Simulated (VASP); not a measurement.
BeF: relaxation of cell and atoms with PBE+D3(BJ)

BeF:

```xyz
4
Lattice="1.3743 0.7934 4.7140 -1.3743 0.7934 4.7140 0.0000 -1.5869 4.7140" Properties=species:S:1:pos:R:3 pbc="T T T"
Be    0.0000    0.0000    5.2600
Be    0.0000    0.0000    8.8821
F     0.0000    0.0000   10.5695
F     0.0000    0.0000    3.5726
```

The cell was built by a generator and needn't be a form met in nature.

```yaml
Program: VASP 6.6.1
Task: relaxation of cell and atoms
Functional: PBE
Dispersion: D3(BJ)
Potentials_or_basis: VASP PAW PBE potentials, release 64 (Be, F)
Cutoff: 600 eV
k_mesh: 6 × 6 × 6
Occupations: gaussian, width 0.1 eV
Spin: no spin polarisation
Dipole_correction: no
Further_INCAR_settings: ALGO = Normal; EDIFF = 1e-07; IBRION = 2; EDIFFG = -0.04; NSW = 90; ISIF = 3
```

```
Relaxed volume                         : 8.30 Å³/atom
Relaxed cell                           : a = 6.204 Å, b = 6.204 Å, c = 6.204 Å, α = 23.44°, β = 23.44°, γ = 23.44°
Space group after relaxing (to 0.05 Å) : R-3m (No. 166)
Energy gained by relaxing              : 1394.9 meV/atom
Ionic steps                            : 12
Pressure after relaxing                : 0.0 GPa
Largest force after relaxing           : 0.040 eV/Å
Band gap on the k mesh                 : none (metal or under the smearing width)
Dispersion energy per atom             : -0.157 eV
```

Forces on the atoms (eV/Å):
```
Be   0.000  0.000  0.015
Be   0.000  0.000 -0.015
F    0.000  0.000 -0.040
F    0.000  0.000  0.040
```

Step by step:
```csv
step,energy change (eV),largest force (eV/Å),pressure (GPa),volume (Å³)
1,0.0000,6.0915,51.55,30.84
2,-3.7237,2.3339,-15.69,43.11
3,-3.7487,2.3357,-13.21,42.10
4,-5.0591,0.5675,-17.09,39.87
5,-5.1918,0.5860,-17.05,39.12
6,-5.2042,0.5811,-16.92,38.90
7,-5.4934,1.3536,3.74,32.85
8,-5.5082,1.1408,-0.73,33.82
9,-5.5688,0.2874,0.71,32.68
10,-5.5717,0.1510,0.40,32.87
11,-5.5748,0.1214,0.29,32.95
12,-5.5794,0.0398,-0.03,33.19
```

Final structure:
```xyz
4
Lattice="1.2605 0.7277 6.0312 -1.2605 0.7277 6.0312 0.0000 -1.4555 6.0312" Properties=species:S:1:pos:R:3 pbc="T T T"
Be    0.0000    0.0000    6.9795
Be    0.0000    0.0000   11.1141
F     0.0000    0.0000   13.9243
F     0.0000    0.0000    4.1693
```

Levels at points of the mesh, in eV from the Fermi level:
| k point | band 7 | band 8 | band 9 | band 10 | band 11 | band 12 |
| --- | --- | --- | --- | --- | --- | --- |
| (0.00, 0.00, 0.00) | -6.98 | -6.98 | -5.73 | 3.84 | 4.39 | 9.43 |
| (0.50, 0.00, 0.00) | -8.02 | -7.89 | -1.07 | 0.03 | 4.91 | 8.59 |
| (0.50, 0.50, 0.00) | -8.06 | -7.85 | -1.25 | -0.10 | 5.28 | 8.53 |
| (0.50, 0.50, 0.50) | -7.00 | -7.00 | -4.85 | 2.56 | 5.73 | 8.57 |

Wall time 7.9 min on 1 thread of AMD EPYC 7R43 64-Core Processor (Zen 3) (shared host), peak memory 0.23 GiB.

Caveat: the k mesh is coarse (spacing up to 0.45 Å⁻¹), so the values aren't converged; pairwise dispersion overbinds metals, which lowers pressure and volume.
